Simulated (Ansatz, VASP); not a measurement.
AlIn in VASP and in Ansatz

Contents of INCAR:

```
  PREC = Accurate
  ENCUT = 520
  EDIFF = 1E-6
  ISMEAR = -1
  SIGMA = 0.05
  LREAL = F
  LASPH = T
  NELM = 60
  ALGO = Normal
  ISIF = 2
  LWAVE = F
  LCHARG = F
  GGA = PE
  NBANDS = 15
```

KPOINTS

```
regular mesh
0
Gamma
  10 10 5
```

File POSCAR:

```
AlIn
1.0
    3.0743566159      0.0000000000      0.0000000000
   -1.5371833411      2.6624768019      0.0000000000
    0.0000000000      0.0000000000      5.8666172838
Al In
1 1
Direct
    0.0000000000      0.0000000000      0.0000000000
    0.0000000000      0.0000000000      0.5000000000
```

The input input.yaml:

```yaml
crystal:
  lattice:
    - [3.0743566159, 0.0, 0.0]
    - [-1.5371833411, 2.6624768019, 0.0]
    - [0.0, 0.0, 5.8666172838]
  atoms:
    - { symbol: Al, position: [0.0, 0.0, 0.0] }
    - { symbol: In, position: [0.0, 0.0, 0.5] }
hamiltonian:
  xc: pbe
  pseudopotentials: { kind: paw }
kpoints:
  mp_grid: { grid: [10, 10, 5] }
scf:
  occupations: { method: fermi_dirac, width: 0.05 }
output:
  forces: true
  stress: true
  eigenvalues: true
  write_density: true
  write_potential: true
  elf: true
  volumetric_format: npy
```

The cell was built by a generator and needn't be a form met in nature.

Alike in both runs: task single point; functional PBE; k mesh 10 × 10 × 5; occupations fermi-dirac, width 0.05 eV; no spin polarisation.

```csv
,VASP,Ansatz
version,VASP 6.6.1,Ansatz 0.2.0
potentials or method,"VASP PAW PBE potentials, release 64 (Al, In_d)",Ansatz PAW
plane-wave cutoff (eV),520,420
valence electrons in the cell,16,16
```

VASP gave:

```
gap on the k mesh at the Fermi level (eV)       : none
pressure (GPa)                                  : -1.0
largest component of the traceless stress (GPa) : 0.69
```

Task: What did Ansatz give for the same quantities?

Result: gap on the k mesh at the Fermi level (eV): none; pressure (GPa): -1.0; largest component of the traceless stress (GPa): 0.68.

A gap of «none» marks a metal or a gap that the smearing closes.
